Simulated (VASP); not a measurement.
Input of a VASP 6.6.1 run:

Contents of INCAR:

```
PREC = Accurate
ENCUT = 520
EDIFF = 1E-6
ISMEAR = 1
SIGMA = 0.1
LREAL = False
LASPH = True
NELM = 80
ALGO = Normal
ISIF = 2
LWAVE = False
LCHARG = False
LDIPOL = True
IDIPOL = 3
DIPOL = 0.5 0.5 0.500
GGA = PE
IBRION = 2
NSW = 80
EDIFFG = -0.02
LUSENCCL = False
```

File KPOINTS:

```
Automatic mesh
0
Gamma
  14 9 1
```

POSCAR

```
Ru
1.0
    2.7179493500      0.0000000000      0.0000000000
    0.0000000000      4.3005680000      0.0000000000
    0.0000000000      0.0000000000     27.5536692700
Ru
12
Direct
    0.9999995700      0.7500000000      0.2721960500
    0.5000005900      0.2500000000      0.3006716000
    0.4999996300      0.7500000000      0.3576225200
    0.0000006400      0.2500000000      0.3860980700
    0.9999996800      0.7500000000      0.4430489900
    0.5000007000      0.2500000000      0.4715245400
    0.4999997300      0.7500000000      0.5284754600
    0.0000007500      0.2500000000      0.5569510100
    0.9999997900      0.7500000000      0.6139019300
    0.5000008000      0.2500000000      0.6423774800
    0.4999998400      0.7500000000      0.6993284000
    0.0000008600      0.2500000000      0.7278039500
```

Potentials or basis: VASP PAW PBE potentials, release 64 (Ru_pv).

The run is started by

```bash
$ cat potpaw_PBE.64/Ru_pv/POTCAR > POTCAR
$ mpirun -np 1 vasp_std > vasp.out
```

(1) What does it give for the band gap on the k mesh?

(2) Estimate the energy gained by relaxing.

## Answers

(1) none (metal or under the smearing width).

(2) 8.9 meV/atom.
